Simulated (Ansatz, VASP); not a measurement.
# Al2CoO4 in two plane-wave programs, part 2 of 3

Aim: how closely do two programs agree when they are given the same cell, functional and k mesh? The structure shown is the end of the Ansatz relaxation below.

VASP 6.6.1 and Ansatz 0.2.0.

So far: Set-up; Ansatz: relaxation, PBEsol.

## Step 3: VASP: single point, PBEsol

Level of this step: PBEsol, spin-polarised from an antiferromagnetic start; plane waves and PAW (Al, Co, O) (VASP).

The same cell, functional, mesh and smearing now go to VASP, with its own data sets.

Lines of VASP's logs that name or quote its potential files are left out, and so is its time.

Contents of INCAR:

```
SYSTEM = Al2CoO4
PREC = Accurate
ENCUT = 600
EDIFF = 1E-06
NELM = 200
ISMEAR = 0
SIGMA = 0.02
LREAL = .FALSE.
ALGO = Normal
GGA = PS
NBANDS = 100
ISPIN = 2
MAGMOM = 0 -0 0 -0 0 -0 0 0 -2.3 2.3 -2.3 2.3 0.07 -0.07 0.06 -0.06 0.07 -0.07 0.07 -0.07 -0.07 0.07 -0.07 0.07 -0.06 0.06 -0.07 0.07
LASPH = .TRUE.
LMAXMIX = 4
LORBIT = 11
LWAVE = .FALSE.
LCHARG = .FALSE.
ISIF = 2
GGA_COMPAT = .FALSE.
KPAR = 4
```

Contents of POSCAR:

```
Al2CoO4
1.0
    4.0391657342     -0.0000009543     -4.0391620463
    4.0391666885     -4.0391666885      0.0000000000
   -4.0504829674     -4.0504829674     -8.0896422730
Al Co O
8 4 16
Direct
    0.6249997868      0.9375001066      0.8125001066
    0.6249997868      0.4375001066      0.3125001066
    0.6249997868      0.4375001066      0.8125001066
    0.6249997868      0.9375001066      0.3125001066
    0.1249997868      0.4375001066      0.8125001066
    0.1249997868      0.9375001066      0.3125001066
    0.6249997868      0.1875001066      0.5625001066
    0.6249997868      0.6875001066      0.0625001066
    0.9991802989      0.5004098505      0.5012293384
    0.9991802989      0.0004098505      0.0012293384
    0.2508192746      0.3745903627      0.1237708749
    0.2508192746      0.8745903627      0.6237708749
    0.3887305080      0.5281308568      0.6944079140
    0.3887305080      0.0281308568      0.1944079140
    0.8607960486      0.0696019757      0.2088057138
    0.8607960486      0.5696019757      0.7088057138
    0.8337227296      0.0831386352      0.6944079140
    0.8337227296      0.5831386352      0.1944079140
    0.3887305080      0.0831386352      0.6944079140
    0.3887305080      0.5831386352      0.1944079140
    0.8612690655      0.2918615780      0.4305922993
    0.8612690655      0.7918615780      0.9305922993
    0.4162768439      0.2918615780      0.4305922993
    0.4162768439      0.7918615780      0.9305922993
    0.3892035249      0.3053982376      0.9161944994
    0.3892035249      0.8053982376      0.4161944994
    0.8612690655      0.8468693564      0.4305922993
    0.8612690655      0.3468693564      0.9305922993
```

Contents of KPOINTS:

```
Automatic mesh
0
Gamma
6 6 8
0 0 0
```

Potentials, in the order of the species: Al, Co and O (PBE family, release 64).

On the command line:

```bash
$ mpirun -np 4 vasp_std
```

The program printed:

```text
[banner, memory and clock lines left out]
running    4 mpi-ranks, on    1 nodes
 distrk:  each k-point on    1 cores,    4 groups
 distr:  one band on    1 cores,    1 groups

 POSCAR found type information on POSCAR AlCoO
 POSCAR found :  3 types and      28 ions
|                                                                             |
|               ----> ADVICE to this user running VASP <----                  |
|                                                                             |
|     You have a (more or less) 'large supercell' and for larger cells it     |
|     might be more efficient to use real-space projection operators.         |
|     Therefore, try LREAL= Auto in the INCAR file.                           |
|     Mind: For very accurate calculation, you might also keep the            |
|     reciprocal projection scheme (i.e. LREAL=.FALSE.).                      |
|                                                                             |

|                                                                             |
|               ----> ADVICE to this user running VASP <----                  |
|                                                                             |
|     You enforced a specific xc type in the INCAR file but a different       |
|     [... a line on the potential file left out ...]
|     I HOPE YOU KNOW WHAT YOU ARE DOING!                                     |
|                                                                             |

 LDA part: xc-table for (Slater+PW92), standard interpolation
|                                                                             |
|           W    W    AA    RRRRR   N    N  II  N    N   GGGG   !!!           |
|           W    W   A  A   R    R  NN   N  II  NN   N  G    G  !!!           |
|           W    W  A    A  R    R  N N  N  II  N N  N  G       !!!           |
|           W WW W  AAAAAA  RRRRR   N  N N  II  N  N N  G  GGG   !            |
|           WW  WW  A    A  R   R   N   NN  II  N   NN  G    G                |
|           W    W  A    A  R    R  N    N  II  N    N   GGGG   !!!           |
|                                                                             |
|     Your reciprocal lattice and k-lattice belong to different lattice       |
|     classes:                                                                |
|                                                                             |
|        The reciprocal lattice is rhombohedral (trigonal),                   |
|        whereas your k-lattice is base-centered monoclinic.                  |
|                                                                             |
|     Results are often still useful ...                                      |
|                                                                             |

 POSCAR, INCAR and KPOINTS ok, starting setup
 FFT: planning ... GRIDC
 FFT: planning ... GRID_SOFT
 FFT: planning ... GRID
 WAVECAR not read
 entering main loop
       N       E                     dE             d eps       ncg     rms          rms(c)
DAV:   1     0.195828539298E+04    0.19583E+04   -0.75715E+04 30400   0.182E+03
DAV:   2     0.792602679718E+02   -0.18790E+04   -0.17024E+04 32828   0.486E+02
DAV:   3    -0.225754238303E+03   -0.30501E+03   -0.29487E+03 33824   0.210E+02
DAV:   4    -0.242748309366E+03   -0.16994E+02   -0.16451E+02 37856   0.521E+01
DAV:   5    -0.243459259355E+03   -0.71095E+00   -0.70528E+00 39920   0.101E+01    0.419E+01
DAV:   6    -0.225636699959E+03    0.17823E+02   -0.29213E+02 44560   0.923E+01    0.607E+01
DAV:   7    -0.213205245188E+03    0.12431E+02   -0.58153E+01 41816   0.126E+02    0.196E+01
DAV:   8    -0.214683764019E+03   -0.14785E+01   -0.17052E+01 38624   0.135E+01    0.114E+01
DAV:   9    -0.214306468726E+03    0.37730E+00   -0.14486E+00 49152   0.126E+01    0.473E+00
DAV:  10    -0.214412361655E+03   -0.10589E+00   -0.55225E-01 43840   0.463E+00    0.209E+00
DAV:  11    -0.214365437028E+03    0.46925E-01   -0.10543E-01 48304   0.364E+00    0.632E-01
DAV:  12    -0.214366147346E+03   -0.71032E-03   -0.43380E-02 44960   0.130E+00    0.240E-01
DAV:  13    -0.214366440655E+03   -0.29331E-03   -0.34726E-03 41216   0.295E-01    0.150E-01
DAV:  14    -0.214366456216E+03   -0.15560E-04   -0.70817E-04 42760   0.155E-01    0.630E-02
DAV:  15    -0.214366523043E+03   -0.66827E-04   -0.10986E-04 44992   0.678E-02    0.443E-02
DAV:  16    -0.214366505499E+03    0.17544E-04   -0.23637E-05 42368   0.590E-02    0.210E-02
DAV:  17    -0.214366506476E+03   -0.97694E-06   -0.32144E-05 44288   0.380E-02    0.941E-03
DAV:  18    -0.214366506442E+03    0.34355E-07   -0.44106E-06 31264   0.153E-02
   1 F= -.21436651E+03 E0= -.21436651E+03  d E =-.313665E-30  mag=     0.0000
```

[end of part 2 of 3]

[Lines on the potential files, build, host, timing and source positions are cut from VASP's logs without a mark.]

[Logs are printed without paths, hosts, clocks, repeated set-up lines and the standing remarks that a program may print on its own settings, such as how far it seeks lower states.]

[Hosts, paths, dates, database ids (printed as entryN), source tags and the programs' standing remarks are cut or masked in the printed files.]
